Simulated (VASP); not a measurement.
SrTiO3 (cubic perovskite): the PBEsol highest Γ mode (no LO-TO splitting) against the volume, with the cell scaled uniformly; PBEsol's own equilibrium is at 11.831 Å³/atom. VASP (PAW), 520 eV cut-off, 7×7×7 Γ-centred mesh, Gaussian smearing of 0.010 eV, potentials Sr_sv Ti_sv O.  Fit ln ω as a straight line in ln V.

```json
[
 {"V (Å³/atom)": "10.766", "ln(ω/cm⁻¹)": "6.4858"},
 {"V (Å³/atom)": "11.121", "ln(ω/cm⁻¹)": "6.4137"},
 {"V (Å³/atom)": "11.476", "ln(ω/cm⁻¹)": "6.3461"},
 {"V (Å³/atom)": "12.186", "ln(ω/cm⁻¹)": "6.2210"},
 {"V (Å³/atom)": "12.541", "ln(ω/cm⁻¹)": "6.1712"}
]
```

**Question.** Fit the rows as the text says and predict the value at 10.411.

**Answer.** The slope is -2.07, a mode Grüneisen parameter of 2.07. The line misses the rows by up to 0.0053 and gives 6.5515 at 10.411. The run gave 6.5605, +0.0090 from the line.

Left out are failed runs and those whose mesh is unfit for this quantity.

The compound is SrTiO3 in the cubic perovskite structure, the ideal cubic form; the compound distorts at low or room temperature.
